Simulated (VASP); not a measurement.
# KCoN: a series over U, part 2 of 4

Wanted: how far the results for KCoN hang on the Hubbard correction. The start is a computed cell from the Materials Project.

VASP 6.6.1, plane waves and PAW; the level of theory is named at each step.

Still holding for the runs below: The magnetic state follows from one typed start and may not be the lowest.

So far, largest spin moment in the PAW sphere (μB): step 2 (series over U, start order fm, U 0) 0.336.

**3. Series over U, start order AFM, U 0**

This step: PBEsol, spin-polarised from an antiferromagnetic start; plane waves and PAW (Co, K_sv, N) (VASP 6.6.1).

INCAR reads:

```
SYSTEM = KCoN
PREC = Normal
ENCUT = 480
EDIFF = 1E-06
NELM = 150
ISMEAR = 0
SIGMA = 0.05
LREAL = .FALSE.
ALGO = Normal
GGA = PS
NBANDS = 62
ISPIN = 2
MAGMOM = 2 -2 2 -2 0 0 0 0 0 0 0 0
LASPH = .TRUE.
LMAXMIX = 4
LORBIT = 11
LWAVE = .FALSE.
LCHARG = .FALSE.
KPAR = 2
AMIX = 0.2
BMIX = 1E-04
AMIX_MAG = 0.8
BMIX_MAG = 1E-04
NEDOS = 1200
```

POSCAR reads:

```
KCoN
1.0
   10.2914570000      0.0000000000      0.0000000000
    0.0000000000      3.4799790000      0.0000000000
    0.0000000000      0.0000000000      6.3045690000
Co K N
4 4 4
Direct
    0.9564880000      0.7500000000      0.1003620000
    0.4564880000      0.7500000000      0.3996380000
    0.0435120000      0.2500000000      0.8996380000
    0.5435120000      0.2500000000      0.6003620000
    0.8355130000      0.7500000000      0.5775570000
    0.3355130000      0.7500000000      0.9224430000
    0.1644870000      0.2500000000      0.4224430000
    0.6644870000      0.2500000000      0.0775570000
    0.5641710000      0.7500000000      0.6525570000
    0.0641710000      0.7500000000      0.8474430000
    0.4358290000      0.2500000000      0.3474430000
    0.9358290000      0.2500000000      0.1525570000
```

KPOINTS reads:

```
Automatic mesh
0
Gamma
2 5 3
0 0 0
```

The projector-augmented-wave data sets are Co, K_sv and N (PBE family, release 64).

On the command line:

```sh
$ mpirun -np 2 vasp_std
```

What it wrote:

```text
[banner, memory and clock lines left out]
running    2 mpi-ranks, on    1 nodes
 distrk:  each k-point on    1 cores,    2 groups
 distr:  one band on    1 cores,    1 groups

 POSCAR found type information on POSCAR CoK N
 POSCAR found :  3 types and      12 ions
 [... a notice as in an earlier step ...]

 LDA part: xc-table for (Slater+PW92), standard interpolation
 POSCAR, INCAR and KPOINTS ok, starting setup
 FFT: planning ... GRIDC
 FFT: planning ... GRID_SOFT
 FFT: planning ... GRID
 WAVECAR not read
 entering main loop
       N       E                     dE             d eps       ncg     rms          rms(c)
DAV:   1     0.922956379794E+03    0.92296E+03   -0.37984E+04  2976   0.142E+03
DAV:   2     0.632564463423E+02   -0.85970E+03   -0.80899E+03  3030   0.399E+02
DAV:   3    -0.734222894516E+02   -0.13668E+03   -0.13175E+03  3832   0.166E+02
DAV:   4    -0.853749502300E+02   -0.11953E+02   -0.11779E+02  4272   0.415E+01
DAV:   5    -0.859064799136E+02   -0.53153E+00   -0.52992E+00  4768   0.919E+00    0.426E+01
DAV:   6    -0.736802470611E+02    0.12226E+02   -0.67943E+01  4248   0.668E+01    0.271E+01
DAV:   7    -0.715058189244E+02    0.21744E+01   -0.15563E+01  4344   0.384E+01    0.183E+01
DAV:   8    -0.712800428859E+02    0.22578E+00   -0.40967E+00  4192   0.872E+00    0.104E+01
DAV:   9    -0.710721928850E+02    0.20785E+00   -0.64716E-01  4468   0.503E+00    0.555E+00
DAV:  10    -0.710841959731E+02   -0.12003E-01   -0.14667E-01  4320   0.259E+00    0.236E+00
DAV:  11    -0.710784460415E+02    0.57499E-02   -0.54739E-02  3860   0.221E+00    0.799E-01
DAV:  12    -0.710771831300E+02    0.12629E-02   -0.21007E-02  3768   0.109E+00    0.335E-01
DAV:  13    -0.710766492310E+02    0.53390E-03   -0.18196E-03  4480   0.250E-01    0.198E-01
DAV:  14    -0.710764625938E+02    0.18664E-03   -0.69395E-04  4216   0.175E-01    0.106E-01
DAV:  15    -0.710764704624E+02   -0.78686E-05   -0.22687E-04  4592   0.760E-02    0.632E-02
DAV:  16    -0.710764925036E+02   -0.22041E-04   -0.39752E-05  3946   0.410E-02    0.250E-02
DAV:  17    -0.710764943557E+02   -0.18521E-05   -0.90204E-06  4016   0.218E-02    0.102E-02
DAV:  18    -0.710764929971E+02    0.13586E-05   -0.29548E-06  2896   0.123E-02    0.537E-03
DAV:  19    -0.710764931520E+02   -0.15491E-06   -0.70796E-07  1810   0.439E-03
   1 F= -.71076493E+02 E0= -.71069971E+02  d E =-.130439E-01  mag=    -0.0000
```

Run time: 75 s. Hardware: 2 MPI ranks of Intel Xeon 6975P-C (Granite Rapids), shared host; peak memory 0.71 GiB.

From OUTCAR (step 3):

```text
 Found     12 irreducible k-points:

   NELECT =      92.0000    total number of electrons

 E-fermi :   3.3303

 spin component 1
 k-point     1 :       0.0000    0.0000    0.0000
  band No.  band energies     occupation
    ...
     43       2.0741      1.00000
     44       2.1792      1.00000
     45       2.2229      1.00000
     46       2.4180      1.00000
     47       3.2737      0.94545
     48       3.7358      0.00000
     49       4.3367      0.00000
     50       4.5560      0.00000
     51       4.8393      0.00000
     52       5.2594      0.00000
    ...

 k-point     2 :       0.5000    0.0000    0.0000
  band No.  band energies     occupation
    ...
     43       2.0698      1.00000
     44       2.1910      1.00000
     45       2.2227      1.00000
     46       2.4100      1.00000
     47       3.2765      0.93600
     48       3.7322      0.00000
     49       4.4263      0.00000
     50       4.4712      0.00000
     51       4.8392      0.00000
     52       5.2763      0.00000
    ...

 k-point     3 :       0.0000    0.2000    0.0000
  band No.  band energies     occupation
    ...
     43       2.2318      1.00000
     44       2.4368      1.00000
     45       2.5876      1.00000
     46       2.8265      1.00000
     47       3.3153      0.66409
     48       3.7317      0.00000
     49       3.9955      0.00000
     50       4.4358      0.00000
     51       5.1266      0.00000
     52       5.1467      0.00000
    ...

 k-point     4 :       0.5000    0.2000    0.0000
  band No.  band energies     occupation
    ...
     43       2.2389      1.00000
     44       2.4422      1.00000
     45       2.6010      1.00000
     46       2.8175      1.00000
     47       3.3206      0.60832
     48       3.7257      0.00000
     49       4.0034      0.00000
     50       4.4008      0.00000
     51       5.1789      0.00000
     52       5.3340      0.00000
    ...

  Total       -3.1423141     -8.2525928     -3.9951394      0.0000000      0.0000000      0.0000000
  in kB      -22.2972490    -58.5587919    -28.3487317      0.0000000      0.0000000      0.0000000
  external PRESSURE =     -36.4015909 kB  Pullay stress =       0.0000000 kB

 POSITION                                       TOTAL-FORCE (eV/Angst)
 -----------------------------------------------------------------------------------
      9.84366      2.60998      0.63274         0.182674      0.000000     -0.244863
      4.69793      2.60998      2.51955         0.182674      0.000000      0.244863
      0.44780      0.86999      5.67183        -0.182674      0.000000      0.244863
      5.59353      0.86999      3.78502        -0.182674     -0.000000     -0.244863
      8.59865      2.60998      3.64125         0.009253      0.000000     -0.002074
      3.45292      2.60998      5.81561         0.009253     -0.000000      0.002074
      1.69281      0.86999      2.66332        -0.009253     -0.000000      0.002074
      6.83854      0.86999      0.48896        -0.009253     -0.000000     -0.002074
      5.80614      2.60998      4.11409        -0.222167      0.000000     -0.287966
      0.66041      2.60998      5.34276        -0.222167      0.000000      0.287966
      4.48532      0.86999      2.19048         0.222167      0.000000      0.287966
      9.63104      0.86999      0.96181         0.222167      0.000000     -0.287966
 -----------------------------------------------------------------------------------
    total drift:                                0.000000     -0.000000      0.000000

  FREE ENERGIE OF THE ION-ELECTRON SYSTEM (eV)
  ---------------------------------------------------
  free  energy   TOTEN  =       -71.0764931520 eV

  energy  without entropy=      -71.0634492889  energy(sigma->0) =      -71.06997122

 total charge
# of ion       s       p       d       tot
------------------------------------------
    1        0.518   0.672   7.442   8.631
    2        0.518   0.672   7.442   8.631
    3        0.518   0.672   7.442   8.631
    4        0.518   0.672   7.442   8.631
    5        1.965   5.562   0.039   7.565
    6        1.965   5.562   0.039   7.565
    7        1.965   5.562   0.039   7.565
    8        1.965   5.562   0.039   7.565
    9        1.266   2.337   0.000   3.603
   10        1.266   2.337   0.000   3.603
   11        1.266   2.337   0.000   3.603
   12        1.266   2.337   0.000   3.603
--------------------------------------------------
tot         14.994  34.284  29.924  79.201

 magnetization (x)
# of ion       s       p       d       tot
------------------------------------------
    1        0.001  -0.006   0.341   0.336
    2       -0.001   0.006  -0.341  -0.336
    3        0.001  -0.006   0.341   0.336
    4       -0.001   0.006  -0.341  -0.336
    5       -0.000  -0.000  -0.000  -0.001
    6        0.000   0.000   0.000   0.001
    7       -0.000  -0.000  -0.000  -0.001
    8        0.000   0.000   0.000   0.001
    9       -0.003  -0.060   0.000  -0.063
   10        0.003   0.060   0.000   0.063
   11       -0.003  -0.060   0.000  -0.063
   12        0.003   0.060   0.000   0.063
--------------------------------------------------
tot          0.000   0.000   0.000   0.000

[... 9 parts as in an earlier step ...]

[... 4 further parts left out ...]
```

Numbers from this step:

```yaml
electronic_cycles: 19
free_energy_toten: -71.0765 eV
energy_at_zero_smearing: -71.0700 eV
fermi_energy: 3.330 eV
```

Spin moment in the PAW sphere by atom:

```csv
atom,spin moment in the PAW sphere (μB)
Co1,0.336
Co2,-0.336
Co3,0.336
Co4,-0.336
K5,-0.001
K6,0.001
K7,-0.001
K8,0.001
N9,-0.063
N10,0.063
N11,-0.063
N12,0.063
```

Force by atom:

```csv
atom,x (eV/Å),y (eV/Å),z (eV/Å),size
Co1,0.183,0.000,-0.245,0.305
Co2,0.183,0.000,0.245,0.305
Co3,-0.183,0.000,0.245,0.305
Co4,-0.183,0.000,-0.245,0.305
K5,0.009,0.000,-0.002,0.009
K6,0.009,0.000,0.002,0.009
K7,-0.009,0.000,0.002,0.009
K8,-0.009,0.000,-0.002,0.009
N9,-0.222,0.000,-0.288,0.364
N10,-0.222,0.000,0.288,0.364
N11,0.222,0.000,0.288,0.364
N12,0.222,0.000,-0.288,0.364
```

Energy at zero smearing: -71.06997 eV.

The run ends at a pressure of -3.64 GPa, with forces up to 0.36 eV/Å.

**4. Series over U, start order fm, U 2**

This step: PBEsol, DFT+U (Co d 2 eV), spin-polarised from a ferromagnetic start; plane waves and PAW (Co, K_sv, N) (VASP 6.6.1).

Edit INCAR of step 3 so:

```diff
@@ -12,3 +12,9 @@
 ISPIN = 2
-MAGMOM = 2 -2 2 -2 0 0 0 0 0 0 0 0
+MAGMOM = 2 2 2 2 0 0 0 0 0 0 0 0
+LDAU = .TRUE.
+LDAUTYPE = 2
+LDAUL = 2 -1 -1
+LDAUU = 2 0 0
+LDAUJ = 0 0 0
+LDAUPRINT = 1
 LASPH = .TRUE.
```

POSCAR is that of step 3.

KPOINTS is that of step 3.

On the command line:

```sh
$ mpirun -np 2 vasp_std
```

What it wrote:

```text
[... set-up lines as in an earlier step ...]
 entering main loop
       N       E                     dE             d eps       ncg     rms          rms(c)
DAV:   1     0.925362574147E+03    0.92536E+03   -0.37984E+04  2976   0.142E+03
DAV:   2     0.697875968423E+02   -0.85557E+03   -0.80482E+03  3032   0.399E+02
DAV:   3    -0.657530876058E+02   -0.13554E+03   -0.12991E+03  3810   0.167E+02
DAV:   4    -0.773148743304E+02   -0.11562E+02   -0.11447E+02  4112   0.408E+01
[...]
DAV:  21    -0.637156529575E+02    0.36803E-05   -0.36021E-05  3830   0.390E-02    0.177E-02
DAV:  22    -0.637156545791E+02   -0.16216E-05   -0.84917E-06  3688   0.172E-02    0.102E-02
DAV:  23    -0.637156541685E+02    0.41062E-06   -0.11791E-06  1912   0.944E-03
   1 F= -.63715654E+02 E0= -.63710939E+02  d E =-.942999E-02  mag=     3.1656
```

It took 89 s on 2 MPI ranks; peak memory 0.72 GiB.

OUTCAR, selected parts (step 4):

```text
  Total       -3.7989964     -8.4924628     -4.8023435      0.0000000      0.0000000      0.0000000
  in kB      -26.9569393    -60.2608630    -34.0764950      0.0000000      0.0000000      0.0000000
  external PRESSURE =     -40.4314324 kB  Pullay stress =       0.0000000 kB

 POSITION                                       TOTAL-FORCE (eV/Angst)
 -----------------------------------------------------------------------------------
      9.84366      2.60998      0.63274         0.243950      0.000000     -0.524254
      4.69793      2.60998      2.51955         0.243950      0.000000      0.524254
      0.44780      0.86999      5.67183        -0.243950      0.000000      0.524254
      5.59353      0.86999      3.78502        -0.243950      0.000000     -0.524254
      8.59865      2.60998      3.64125         0.033565      0.000000     -0.000472
      3.45292      2.60998      5.81561         0.033565     -0.000000      0.000472
      1.69281      0.86999      2.66332        -0.033565     -0.000000      0.000472
      6.83854      0.86999      0.48896        -0.033565     -0.000000     -0.000472
      5.80614      2.60998      4.11409        -0.223548      0.000000     -0.170593
      0.66041      2.60998      5.34276        -0.223548      0.000000      0.170593
      4.48532      0.86999      2.19048         0.223548      0.000000      0.170593
      9.63104      0.86999      0.96181         0.223548      0.000000     -0.170593
 -----------------------------------------------------------------------------------
    total drift:                                0.000000     -0.000000      0.000000

  FREE ENERGIE OF THE ION-ELECTRON SYSTEM (eV)
  ---------------------------------------------------
  free  energy   TOTEN  =       -63.7156541685 eV

  energy  without entropy=      -63.7062241776  energy(sigma->0) =      -63.71093917

 magnetization (x)
# of ion       s       p       d       tot
------------------------------------------
    1       -0.001  -0.005   0.731   0.725
    2       -0.001  -0.005   0.731   0.725
    3       -0.001  -0.005   0.731   0.725
    4       -0.001  -0.005   0.731   0.725
    5       -0.001  -0.001  -0.001  -0.003
    6       -0.001  -0.001  -0.001  -0.003
    7       -0.001  -0.001  -0.001  -0.003
    8       -0.001  -0.001  -0.001  -0.003
    9        0.002   0.068   0.000   0.070
   10        0.002   0.068   0.000   0.070
   11        0.002   0.068   0.000   0.070
   12        0.002   0.068   0.000   0.070
--------------------------------------------------
tot          0.002   0.252   2.919   3.173

[... 2 parts as in an earlier step ...]

[... 1 further part left out ...]
[key lines of the parts left out:]
E-fermi :   3.1927
```

Energy at zero smearing: -63.71094 eV.

The run ends at a pressure of -4.04 GPa, with forces up to 0.58 eV/Å.

**5. Series over U, start order AFM, U 2**

This step: PBEsol, DFT+U (Co d 2 eV), spin-polarised from an antiferromagnetic start; plane waves and PAW (Co, K_sv, N) (VASP 6.6.1).

Edit INCAR of step 4 so:

```diff
@@ -12,3 +12,3 @@
 ISPIN = 2
-MAGMOM = 2 2 2 2 0 0 0 0 0 0 0 0
+MAGMOM = 2 -2 2 -2 0 0 0 0 0 0 0 0
 LDAU = .TRUE.
```

POSCAR is that of step 4.

KPOINTS is that of step 4.

On the command line:

```sh
$ mpirun -np 2 vasp_std
```

What it wrote:

```text
[... set-up lines as in an earlier step ...]
 entering main loop
       N       E                     dE             d eps       ncg     rms          rms(c)
DAV:   1     0.925614382931E+03    0.92561E+03   -0.38150E+04  2976   0.142E+03
DAV:   2     0.710799536004E+02   -0.85453E+03   -0.80423E+03  3030   0.399E+02
DAV:   3    -0.656523478697E+02   -0.13673E+03   -0.13186E+03  3874   0.167E+02
DAV:   4    -0.772961305993E+02   -0.11644E+02   -0.11501E+02  4072   0.417E+01
[...]
DAV:  21    -0.636598044747E+02   -0.50056E-04   -0.70858E-05  3748   0.802E-02    0.818E-02
DAV:  22    -0.636597958250E+02    0.86497E-05   -0.16352E-05  3600   0.416E-02    0.600E-02
DAV:  23    -0.636597964174E+02   -0.59242E-06   -0.72214E-06  3768   0.152E-02
   1 F= -.63659796E+02 E0= -.63655207E+02  d E =-.917962E-02  mag=    -0.0000
```

The job ended after 88 s (2 MPI ranks; peak memory 0.71 GiB; 2.8 min of CPU time).

OUTCAR, selected parts (step 5):

```text
  Total       -4.1373277     -5.9497214     -5.2754818      0.0000000     -0.0000000      0.0000000
  in kB      -29.3576720    -42.2180652    -37.4337919      0.0000000     -0.0000000      0.0000000
  external PRESSURE =     -36.3365097 kB  Pullay stress =       0.0000000 kB

 POSITION                                       TOTAL-FORCE (eV/Angst)
 -----------------------------------------------------------------------------------
      9.84366      2.60998      0.63274         0.318054      0.000000     -0.766314
      4.69793      2.60998      2.51955         0.318054     -0.000000      0.766314
      0.44780      0.86999      5.67183        -0.318054     -0.000000      0.766314
      5.59353      0.86999      3.78502        -0.318054     -0.000000     -0.766314
      8.59865      2.60998      3.64125         0.036508      0.000000     -0.010708
      3.45292      2.60998      5.81561         0.036508      0.000000      0.010708
      1.69281      0.86999      2.66332        -0.036508      0.000000      0.010708
      6.83854      0.86999      0.48896        -0.036508     -0.000000     -0.010708
      5.80614      2.60998      4.11409        -0.210784      0.000000     -0.069226
      0.66041      2.60998      5.34276        -0.210784      0.000000      0.069226
      4.48532      0.86999      2.19048         0.210784      0.000000      0.069226
      9.63104      0.86999      0.96181         0.210784      0.000000     -0.069226
 -----------------------------------------------------------------------------------
    total drift:                                0.000000     -0.000000      0.000000

  FREE ENERGIE OF THE ION-ELECTRON SYSTEM (eV)
  ---------------------------------------------------
  free  energy   TOTEN  =       -63.6597964174 eV

  energy  without entropy=      -63.6506168023  energy(sigma->0) =      -63.65520661

 magnetization (x)
# of ion       s       p       d       tot
------------------------------------------
    1       -0.001  -0.004   0.886   0.882
    2        0.001   0.004  -0.886  -0.882
    3       -0.001  -0.004   0.886   0.882
    4        0.001   0.004  -0.886  -0.882
    5       -0.001  -0.000  -0.000  -0.001
    6        0.001   0.000   0.000   0.001
    7       -0.001  -0.000  -0.000  -0.001
    8        0.001   0.000   0.000   0.001
    9       -0.002  -0.075   0.000  -0.077
   10        0.002   0.075   0.000   0.077
   11       -0.002  -0.075   0.000  -0.077
   12        0.002   0.075   0.000   0.077
--------------------------------------------------
tot          0.000   0.000   0.000   0.000

[... 2 parts as in an earlier step ...]

[... 1 further part left out ...]
[key lines of the parts left out:]
E-fermi :   3.0427
```

The gap is read on the k-mesh alone, so it is an upper bound where the band edges lie off the mesh. The gap is under twice the smearing width, so the edge states are partly filled and the run can't tell a small gap from a semimetal.

Energy at zero smearing: -63.65521 eV.

[end of part 2 of 4]

[Lines on the potential files, build, host, timing and source positions are cut from VASP's logs without a mark.]

[Logs are printed without paths, hosts, clocks, repeated set-up lines and the standing remarks that a program may print on its own settings, such as how far it seeks lower states.]

[Hosts, paths, dates, database ids (printed as entryN), source tags and the programs' standing remarks are cut or masked in the printed files.]

[In band tables of VASP the shares of atoms and orbitals are scaled to a sum of 1 inside the atoms' spheres.]

[Runs that stopped without an error message from VASP are left out.]
